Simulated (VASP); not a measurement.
A convergence study with VASP on SiO$_{2}$ (rutile): one setting is varied, all else stays as given below, so the limit is that of these other settings.

```yaml
crystal:
  lattice:
    - [4.18000, 0.00000, 0.00000]
    - [0.00000, 4.18000, 0.00000]
    - [0.00000, 0.00000, 2.67000]
  atoms:
    - { symbol: Si, position: [0.00000, 0.00000, 0.00000] }
    - { symbol: Si, position: [0.50000, 0.50000, 0.50000] }
    - { symbol: O, position: [0.30600, 0.30600, 0.00000] }
    - { symbol: O, position: [0.80600, 0.19400, 0.50000] }
    - { symbol: O, position: [0.19400, 0.80600, 0.50000] }
    - { symbol: O, position: [0.69400, 0.69400, 0.00000] }
```

Computed with LDA (Ceperley-Alder, Perdew-Zunger), VASP's LDA PAW potentials (set 64) (plane waves; VASP). The tightest run used: 700 eV cut-off, 9×9×13 Monkhorst-Pack mesh, Gaussian smearing of 0.050 eV, potentials Si O.

Q: The settings run are 1×1×1 mesh; 1×1×2 mesh; 2×2×3 mesh; 3×3×4 mesh; 3×3×5 mesh; 4×4×6 mesh; 5×5×7 mesh; 5×5×8 mesh; 6×6×9 mesh; 7×7×10 mesh; 7×7×11 mesh; 8×8×12 mesh; 9×9×13 mesh. From which on does the energy per atom stay within 0.001 eV/atom of the tightest run?

A: From 3×3×5 mesh on: it is off by 0.0006 there and by no more than 0.001 in any finer run, while 3×3×4 mesh is off by 0.0022.
| setting | E (eV/atom) | pressure (GPa) | largest force (eV/Å) | irreducible k-points | difference judged (eV/atom) |
|---|---|---|---|---|---|
| 1×1×1 mesh | -6.5409 | 18.49 | 3.464 | 1 | 2.1261 |
| 1×1×2 mesh | -8.9628 | -11.60 | 0.220 | 1 | 0.2959 |
| 2×2×3 mesh | -8.6525 | -3.87 | 0.035 | 2 | 0.0144 |
| 3×3×4 mesh | -8.6692 | -4.08 | 0.002 | 6 | 0.0022 |
| 3×3×5 mesh | -8.6664 | -4.07 | 0.001 | 9 | 0.0006 |
| 4×4×6 mesh | -8.6670 | -4.05 | 0.001 | 9 | 0.0001 |
| 5×5×7 mesh | -8.6669 | -4.06 | 0.001 | 24 | 0.0000 |
| 5×5×8 mesh | -8.6669 | -4.06 | 0.001 | 24 | 0.0000 |
| 6×6×9 mesh | -8.6670 | -4.06 | 0.001 | 30 | 0.0000 |
| 7×7×10 mesh | -8.6669 | -4.06 | 0.001 | 50 | 0.0000 |
| 7×7×11 mesh | -8.6670 | -4.06 | 0.001 | 60 | 0.0000 |
| 8×8×12 mesh | -8.6670 | -4.06 | 0.001 | 60 | 0.0000 |
| 9×9×13 mesh | -8.6669 | -4.06 | 0.001 | 105 | 0.0000 |

Left out are rungs that failed or repeat a setting and relaxations that didn't move; long series are thinned to 24 rows.

The compound is SiO2 in the rutile structure, stishovite, a high-pressure form. The cell was not relaxed at this level, forces remain on its atoms.
